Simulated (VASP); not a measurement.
An input for Ansatz (written as the equivalent of a VASP run, and not itself run):

Ansatz 0.2 input:
```yaml
crystal:
  lattice:
    - [0.0000000, 3.1586503, 3.1586503]
    - [3.1586503, 0.0000000, 3.1586503]
    - [3.1586503, 3.1586503, 0.0000000]
  atoms:
    - { symbol: Hg, position: [0.0000000, 0.0000000, 0.0000000] }
    - { symbol: Te, position: [0.2500000, 0.2500000, 0.2500000] }
kpoints:
  mp_grid: { grid: [10, 10, 10] }
hamiltonian:
  xc: pbesol
  pseudopotentials: { kind: paw }
scf:
  occupations: { method: methfessel_paxton, width: 0.1 }
  max_iter: 100
relax:
  max_steps: 40
  f_tol: 0.02
  cell: { p_target: 5 }
output: { forces: true, stress: true, eigenvalues: true }
```

### Question
Translate this input to VASP (INCAR, KPOINTS, POSCAR, choice of POTCAR).

### Answer
One answer among several that fit: 
### KPOINTS
```
Automatic mesh
0
G
  10 10 10
```

### INCAR
```
! general
SYSTEM =HgTe
PREC   =Accurate
ENCUT  =500   ! plane-wave cut-off (eV)
LREAL  =.FALSE.   ! projection in real space or not
LASPH  =.TRUE.   ! aspherical one-centre terms

! electronic loop
EDIFF  =1E-6
NELM   =100   ! most electronic steps
ALGO   =Normal
LMAXMIX=6   ! l cut-off of mixed one-centre charges

! smearing
ISMEAR =1   ! Methfessel-Paxton
SIGMA  =0.1   ! width (eV)

! functional
GGA    =PS   ! PBEsol

! ions
IBRION =2   ! conjugate gradients
NSW    =40   ! most ionic steps
ISIF   =3   ! ions, shape and volume
EDIFFG =-0.02
PSTRESS=50   ! kbar

! output
LWAVE  =.FALSE.
LCHARG =.FALSE.
```

File POSCAR:
```
HgTe
1
   -0.0000000000     3.1586503498     3.1586503498
    3.1586503498     0.0000000000     3.1586503498
    3.1586503498     3.1586503498    -0.0000000000
Hg Te
1 1
Direct
  0.0000000000   0.0000000000   0.0000000000
  0.2500000000   0.2500000000   0.2500000000
```

POTCAR, in this order: Hg Te (PBE.64 set). Program: vasp_std.

Limits of the translation: each code has its own PAW files, so the cut-off isn't converted (ENCUT is set for VASP's; basis.ecutwfc is left out, and Ansatz then takes the one that its files recommend); Ansatz stops its SCF on the density residual and VASP on the energy change (EDIFF).

The compound is HgTe in the zinc blende structure. It was relaxed first under an external pressure of 5 GPa.
